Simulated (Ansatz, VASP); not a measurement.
This is a calculation of GaNi3C for Ansatz 0.2.0. Atoms were shifted at random by some hundredths of an Å from the given cell, which wasn't relaxed again for these runs. The cell comes from a database or a generator and needn't be the stable form of this composition.

input.yaml

```yaml
crystal:
  lattice:
    - [3.775591, 0.0, 0.0]
    - [0.0, 3.775591, 0.0]
    - [0.0, 0.0, 3.775591]
  atoms:
    - { symbol: Ga, position: [0.498774, 0.501214, 0.50781] }
    - { symbol: Ni, position: [-0.009584, -0.011198, 0.49827], spin: 1.0 }
    - { symbol: Ni, position: [-0.012767, 0.482487, 0.006234], spin: 1.0 }
    - { symbol: Ni, position: [0.489009, 0.008243, 0.001468], spin: 1.0 }
    - { symbol: C, position: [0.002671, -0.018258, 0.002747] }
hamiltonian:
  xc: pbe
  pseudopotentials: { kind: paw }
magnetization:
  spin_polarized: true
kpoints:
  mp_grid: { grid: [7, 7, 7] }
scf:
  occupations: { method: fermi_dirac, width: 0.05 }
output:
  forces: true
  stress: true
  eigenvalues: true
```

Potentials or basis: Ansatz PAW.

The run is started by

```console
$ ansatz run input.yaml --threads 2 --pin off --max-ram 5120MiB --backend cpu --events-out ev --progress --plain --runs-dir out
```

Task: Set up the same calculation for VASP 6.6.1. Potentials or basis there: PBE PAW files C, Ga_d, Ni, 520 eV.

Result: As run (cutoffs and basis follow the program's own potentials, and thresholds, step limits or extra output files can differ):

The input INCAR:

```
ALGO = Normal ; EDIFF = 1E-7
ENCUT = 520 ; GGA = PE
ISIF = 2 ; ISMEAR = -1
ISPIN = 2 ; LASPH = True
LCHARG = True ; LELF = True
LMAXMIX = 4 ; LORBIT = 11
LREAL = False ; LVHAR = True
LWAVE = False ; MAGMOM = 0 1 1 1 0
NBANDS = 36 ; NELM = 120
PREC = Accurate ; SIGMA = 0.05
```

File KPOINTS:

```
k-points
0
Gamma
  7 7 7
```

File POSCAR:

```
GaNi3C
1.0
    3.7755910000      0.0000000000      0.0000000000
    0.0000000000      3.7755910000      0.0000000000
    0.0000000000      0.0000000000      3.7755910000
Ga Ni C
1 3 1
Direct
    0.4987740000      0.5012140000      0.5078100000
   -0.0095840000     -0.0111980000      0.4982700000
   -0.0127670000      0.4824870000      0.0062340000
    0.4890090000      0.0082430000      0.0014680000
    0.0026710000     -0.0182580000      0.0027470000
```

Potentials or basis: VASP PAW PBE potentials, release 64 (Ga_d, Ni, C).

Run with:

```sh
$ cat potpaw_PBE.64/Ga_d/POTCAR potpaw_PBE.64/Ni/POTCAR potpaw_PBE.64/C/POTCAR > POTCAR
$ mpirun -np 1 vasp_std > vasp.out
```

Both were run:

|  | Ansatz | VASP |
| --- | --- | --- |
| Pressure | 1.6 GPa | 1.8 GPa |
| Largest force | 0.714 eV/Å | 0.735 eV/Å |
| Net moment | 0.00 μB per cell | 0.00 μB per cell |

Ansatz's pressure holds a Pulay term of +0.18 GPa for its cutoff of 420 eV, which the other run lacks.

The potentials hold 71 and 47 valence electrons a cell.

Where Ansatz's input types no cutoff or centring, it takes its own default and a Γ-centred mesh.

The magnetic state is the one that the start led to; the real crystal's order can differ.

Pressure is positive in compression.
